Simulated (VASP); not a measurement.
Wanted: an ASE script for a VASP 6.6.1 run.

```
Task                   : equation of state
Functional             : RPBE
Dispersion             : D3
Potentials or basis    : VASP PAW PBE potentials, release 64 (Te, P)
Cutoff                 : 500 eV
k mesh                 : 8 × 8 × 8
Occupations            : gaussian, width 0.05 eV
Spin                   : no spin polarisation
Further INCAR settings : ALGO = Normal; EDIFF = 1.00e-07
```

The structure of TeP lies in TeP.cif:

```cif
data_TeP
_cell_length_a 4.37298276
_cell_length_b 4.37298276
_cell_length_c 4.37298276
_cell_angle_alpha 118.09274875
_cell_angle_beta 118.09274875
_cell_angle_gamma 93.33647256
_space_group_name_H-M_alt 'P1'
_space_group_name_Hall 'P 1'
_space_group_IT_number 1
loop_
_space_group_symop_operation_xyz
'x,y,z'
loop_
_atom_site_label
_atom_site_type_symbol
_atom_site_symmetry_multiplicity
_atom_site_Wyckoff_symbol
_atom_site_fract_x
_atom_site_fract_y
_atom_site_fract_z
_atom_site_occupancy
Te1 Te 1 a 0.0000000000 0.0000000000 0.0000000000 1
P1 P 1 a 0.2500000000 0.7500000000 0.5000000000 1
```

The cell was built by a generator and needn't be a form met in nature.

The input as run:

run.py

```python
from ase.calculators.vasp import Vasp
from ase.eos import EquationOfState
from ase.io import Trajectory
from ase.io import read
from ase.units import GPa

atoms = read('TeP.cif')
calc = Vasp(
    directory='calc',
    xc='rpbe',
    pp='PBE',
    setups='minimal',
    prec='Accurate',
    encut=500,
    ediff=1e-07,
    ismear=0,
    sigma=0.05,
    lreal=False,
    lasph=True,
    nelm=100,
    algo='Normal',
    isif=2,
    lwave=False,
    lcharg=False,
    ivdw=11,
    kpts=[8, 8, 8],
    gamma=True,
)
atoms.calc = calc
cell = atoms.cell.copy()
volumes, energies = [], []
traj = Trajectory('eos.traj', 'w')
for x in [0.94, 0.96, 0.98, 1.0, 1.02, 1.04, 1.06]:
    atoms.set_cell(cell * x ** (1 / 3), scale_atoms=True)
    volumes.append(atoms.get_volume())
    energies.append(atoms.get_potential_energy())
    traj.write(atoms)
    print(f'{x:5.2f} {volumes[-1]:12.5f} {energies[-1]:14.6f}')

v0, e0, B = EquationOfState(volumes, energies, eos='vinet').fit()
print(f'V0 = {v0:.4f} A^3, E0 = {e0:.6f} eV, B = {B / GPa:.2f} GPa')
```

Potentials or basis: VASP PAW PBE potentials, release 64 (Te, P).

Launch:

```bash
$ python run.py
```

It gave:

- Equilibrium volume: 31.80 Å³/atom
- Bulk modulus at fixed shape and positions: 39 GPa
- Pressure derivative of the bulk modulus: 4.7

Caveat: the cell was scaled at fixed shape and fractional positions, which overstates the stiffness of a crystal with free parameters, most of all of layers and chains; the PAW data sets were made with another functional, which shifts forces and pressure a little.

Run time: 73 s on 1 thread of Intel(R) Xeon(R) 6975P-C (Granite Rapids), on a shared host, peak memory 0.23 GiB.
